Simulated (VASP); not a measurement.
VASP input:

### KPOINTS
```
Automatic mesh
0
Gamma
16 16 16
0 0 0
```

File POSCAR:
```
Nb
1
   -1.6602599910     1.6602599910     1.6602599910
    1.6602599910    -1.6602599910     1.6602599910
    1.6602599910     1.6602599910    -1.6602599910
Nb
1
Direct
  0.0000000000   0.0000000000   0.0000000000
```

### INCAR
```
SYSTEM=Nb
PREC=Accurate; ENCUT=520; LREAL=.FALSE.
LASPH=.TRUE.
EDIFF=1E-7; NELM=100; ALGO=Normal
LMAXMIX=4
ISMEAR=1; SIGMA=0.1
GGA=MK; LUSE_VDW=.TRUE.; AGGAC=0.0
PARAM1=0.1234; PARAM2=1.0
ISIF=2
LWAVE=.FALSE.; LCHARG=.FALSE.
```

POTCAR, in this order: Nb_sv (PBE.64 set). Program: vasp_std.

Q: Translate this optB86b-vdW calculation to Quantum ESPRESSO's pw.x.

A: One equivalent input (not run):
```
&CONTROL
  calculation = 'scf'
  pseudo_dir = './pseudo'
  outdir = './out'
  tprnfor = .true.
  tstress = .true.
/
&SYSTEM
  ibrav = 0
  nat = 1
  ntyp = 1
  ecutwfc = 82
  occupations = 'smearing'
  smearing = 'methfessel-paxton'
  degauss = 0.00735
  input_dft = 'vdw-df-ob86'
/
&ELECTRONS
  conv_thr = 7.3e-09
  electron_maxstep = 100
/
ATOMIC_SPECIES
  Nb 92.906 Nb.upf
CELL_PARAMETERS angstrom
    -1.6602600    1.6602600    1.6602600
     1.6602600   -1.6602600    1.6602600
     1.6602600    1.6602600   -1.6602600
ATOMIC_POSITIONS crystal
  Nb   0.0000000  0.0000000  0.0000000
K_POINTS automatic
  16 16 16 0 0 0
```
What does not carry over: the potentials are each code's own (VASP's PAW set, PseudoDojo norm-conserving files in pw.x), so ENCUT and ecutwfc are chosen apart and not converted; conv_thr bounds pw.x's estimated SCF error, while EDIFF bounds the energy change between steps.

The compound is Nb in the bcc structure. This cell is one point of a volume scan, at 1.03 of the reference volume.
